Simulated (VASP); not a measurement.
VASP ran on this input.

INCAR:
```
SYSTEM = NaH
PREC = Accurate
ENCUT = 480
EDIFF = 1E-7
NELM = 100
ALGO = Normal
LREAL = .FALSE.
LASPH = .TRUE.
ISMEAR = 0
SIGMA = 0.05
GGA = PE
LWAVE = .FALSE.
LCHARG = .FALSE.
ISIF = 2
IBRION = 2
NSW = 30
EDIFFG = -0.01
```

**KPOINTS**
```
Regular mesh
0
Gamma
 10 10 10
0 0 0
```

**POSCAR**
```
NaH
1
    0.0000000000     2.3907714698     2.3907714698
    2.3907714698     0.0000000000     2.3907714698
    2.3907714698     2.3907714698     0.0000000000
Na H
1 1
Direct
  0.0000000000   1.0000000000   1.0000000000
  0.5000000000   0.5000000000   0.5000000000
```

POTCAR, in this order: Na_pv H (PBE.64 set). Program: vasp_std.

Write an equivalent input for Ansatz.

One equivalent input (not run):
Ansatz 0.2 input:
```yaml
crystal:
  lattice:
    - [0.0000000, 2.3907715, 2.3907715]
    - [2.3907715, 0.0000000, 2.3907715]
    - [2.3907715, 2.3907715, 0.0000000]
  atoms:
    - { symbol: Na, position: [0.0000000, 1.0000000, 1.0000000] }
    - { symbol: H, position: [0.5000000, 0.5000000, 0.5000000] }
kpoints:
  mp_grid: { grid: [10, 10, 10] }
hamiltonian:
  xc: pbe
  pseudopotentials: { kind: paw }
scf:
  occupations: { method: gaussian, width: 0.05 }
  max_iter: 100
relax:
  max_steps: 30
  f_tol: 0.01
output: { forces: true, stress: true, eigenvalues: true }
```
What does not carry over: each code has its own PAW files, so the cut-off isn't converted (ENCUT is set for VASP's; basis.ecutwfc is left out, and Ansatz then takes the one that its files recommend); Ansatz stops its SCF on the density residual and VASP on the energy change (EDIFF).

The compound is NaH in the rock salt structure. This cell was strained or had an atom moved on purpose.
